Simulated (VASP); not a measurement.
Input:

```
S2Si
1.0
   -2.75633     4.48051     2.74574
    2.75633    -4.48051     2.74574
    2.75633     4.48051    -2.74574
Si S
2 4
Direct
  0.75000   0.75000   0.00000
  0.25000   0.25000   0.00000
  0.87612   0.78468   0.66080
  0.12388   0.21532   0.33920
  0.62388   0.28468   0.90856
  0.37612   0.71532   0.09144
```

The numbers are results of LDA (Ceperley-Alder, Perdew-Zunger), VASP's LDA PAW potentials (set 64) (plane waves; VASP), not measurements. Numerical set-up: 400 eV cut-off, 7×7×7 Γ-centred mesh, tetrahedra with Blöchl corrections, potentials Si S.

### Question
What does the run give for the energy per atom (σ→0)?

### Answer

```json
{
 "energy per atom (σ→0)": "-5.741 eV/atom"
}
```

The structure comes from a computed database's SiS2 entry (Ibam); how it stands against other phases isn't given here. It was relaxed first, which changed the volume by -13 %.
